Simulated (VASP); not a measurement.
Calculation: r2SCAN meta-GGA, VASP's PBE PAW potentials (set 64) (plane waves; VASP).

The input files of a VASP run:

### INCAR
```
# general
SYSTEM   =  KBr(110) slab
PREC     =  Normal
ENCUT    =  400   # plane-wave cut-off (eV)
LREAL    =  .FALSE.   # projection in real space or not
LASPH    =  .TRUE.   # aspherical one-centre terms

# electronic loop
EDIFF    =  1E-6   # SCF stop (eV)
NELM     =  100
NELMIN   =  4
ALGO     =  Normal
LMAXMIX  =  4   # l cut-off of mixed one-centre charges
LMIXTAU  =  .TRUE.

# smearing
ISMEAR   =  0
SIGMA    =  0.05

# functional
METAGGA  =  R2SCAN

# output
LWAVE    =  .FALSE.
LCHARG   =  .FALSE.
LORBIT   =  11   # lm-projected
LVHAR    =  .TRUE.

# other
LDIPOL   =  .TRUE.
IDIPOL   =  3
DIPOL    =  0.5 0.5 0.5
```

### KPOINTS
```
Automatic mesh
0
Gamma
5 3 1
0 0 0
```

**POSCAR**
```
KBr(110) slab
1
    4.6701976124     0.0000000000     0.0000000000
    0.0000000000     6.6046564568     0.0000000000
    0.0000000000     0.0000000000    24.3509780811
K Br
4 4
Direct
  0.0000000000   0.0000000000   0.3605343744
  0.5000000000   0.5000000000   0.4488433232
  0.0000000000   0.0000000000   0.5511566768
  0.5000000000   0.5000000000   0.6394656256
  0.5000000000   0.0000000000   0.4511577134
  0.0000000000   0.5000000000   0.3573166532
  0.5000000000   0.0000000000   0.6426833468
  0.0000000000   0.5000000000   0.5488422866
```

POTCAR, in this order: K_sv Br (PBE.64 set). Program: vasp_std. Read from the step before: WAVECAR.

What VASP printed:

File OSZICAR:
```
       N       E                     dE             d eps       ncg     rms          rms(c)
DAV:   1    -0.919935887131E+02   -0.91994E+02   -0.65523E-06   472   0.207E-02    0.375E-04
DAV:   2    -0.919935894873E+02   -0.77424E-06   -0.11809E-06   372   0.949E-03    0.224E-04
DAV:   3    -0.919935898980E+02   -0.41071E-06   -0.10665E-06   324   0.923E-03    0.141E-04
DAV:   4    -0.919935899007E+02   -0.26403E-08   -0.78936E-07   294   0.783E-03
   1 F= -.91993590E+02 E0= -.91993590E+02  d E =-.585293E-20
```

### OUTCAR
```
------------------------ aborting loop because EDIFF is reached ----------------------------------------
  FORCE on cell =-STRESS in cart. coord.  units (eV):
  Direction    XX          YY          ZZ          XY          YZ          ZX
  --------------------------------------------------------------------------------------
  Total        1.0055618     -2.1293582     -0.1425501      0.0000000      0.0000000      0.0000000
  in kB        2.1449514     -4.5421075     -0.3040719      0.0000000      0.0000000      0.0000000
  external PRESSURE =      -0.9004094 kB  Pullay stress =       0.0000000 kB
  volume of cell :      751.11
      direct lattice vectors                 reciprocal lattice vectors
     4.670197612  0.000000000  0.000000000     0.214123702  0.000000000  0.000000000
     0.000000000  6.604656457  0.000000000     0.000000000  0.151408329  0.000000000
     0.000000000  0.000000000 24.350978081     0.000000000  0.000000000  0.041066112
 POSITION                                       TOTAL-FORCE (eV/Angst)
 -----------------------------------------------------------------------------------
      0.00000      0.00000      8.77936         0.000000      0.000000      0.022637
      2.33510      3.30233     10.92977         0.000000      0.000000      0.016598
      0.00000      0.00000     13.42120         0.000000      0.000000     -0.016598
      2.33510      3.30233     15.57161         0.000000      0.000000     -0.022637
      2.33510      0.00000     10.98613         0.000000      0.000000      0.008252
      0.00000      3.30233      8.70101         0.000000      0.000000     -0.018693
      2.33510      0.00000     15.64997         0.000000      0.000000      0.018693
      0.00000      3.30233     13.36485         0.000000      0.000000     -0.008252
 -----------------------------------------------------------------------------------
    total drift:                                0.000000      0.000000      0.000000
  FREE ENERGIE OF THE ION-ELECTRON SYSTEM (eV)
  ---------------------------------------------------
  free  energy   TOTEN  =       -91.9935899007 eV

  energy  without entropy=      -91.9935899007  energy(sigma->0) =      -91.99358990

 total charge

# of ion       s       p       d       tot
------------------------------------------
    1        1.957   5.674   0.020   7.651
    2        1.958   5.677   0.023   7.658
    3        1.958   5.677   0.023   7.658
    4        1.957   5.674   0.020   7.651
    5        1.593   3.340   0.001   4.934
    6        1.593   3.326   0.001   4.919
    7        1.593   3.326   0.001   4.919
    8        1.593   3.340   0.001   4.934
--------------------------------------------------
tot         14.202  36.034   0.089  50.325
```
(Selected blocks of OUTCAR.)

File OUTCAR:
```
 val. band max:       -4.2318719836   @ k =   0.0000   0.0000   0.0000

 cond. band min:       0.3664287656   @ k =   0.0000   0.0000   0.0000


 Fermi energy:        -3.9143881976

 k-point     1 :       0.0000    0.0000    0.0000
  band No.  band energies     occupation
      1     -34.2192      2.00000
      2     -34.2192      2.00000
      3     -33.4088      2.00000
      4     -33.4061      2.00000
      5     -17.6165      2.00000
      6     -17.5786      2.00000
      7     -16.9599      2.00000
      8     -16.9597      2.00000
      9     -16.8976      2.00000
     10     -16.8848      2.00000
     11     -16.8770      2.00000
     12     -16.8768      2.00000
     13     -16.8477      2.00000
     14     -16.8141      2.00000
     15     -16.1942      2.00000
     16     -16.1580      2.00000
     17     -16.1303      2.00000
     18     -16.1161      2.00000
     19     -15.9981      2.00000
     20     -15.9921      2.00000
     21      -5.4507      2.00000
     22      -5.4215      2.00000
     23      -5.3668      2.00000
     24      -5.0949      2.00000
     25      -5.0776      2.00000
     26      -4.9772      2.00000
     27      -4.6181      2.00000
     28      -4.5840      2.00000
     29      -4.5675      2.00000
     30      -4.5183      2.00000
     31      -4.2534      2.00000
     32      -4.2319      2.00000
     33       0.3664      0.00000
     34       0.8129      0.00000
     35       1.5974      0.00000
     36       2.0305      0.00000
     37       2.0825      0.00000
     38       2.2822      0.00000

 k-point     2 :       0.2000    0.0000    0.0000
  band No.  band energies     occupation
      1     -34.2187      2.00000
      2     -34.2187      2.00000
      3     -33.4080      2.00000
      4     -33.4057      2.00000
      5     -17.6093      2.00000
      6     -17.5767      2.00000
      7     -16.9752      2.00000
      8     -16.9750      2.00000
      9     -16.8818      2.00000
     10     -16.8775      2.00000
...
```

The cell is a thin slab with vacuum, built from KBr (rock salt): (110) face.
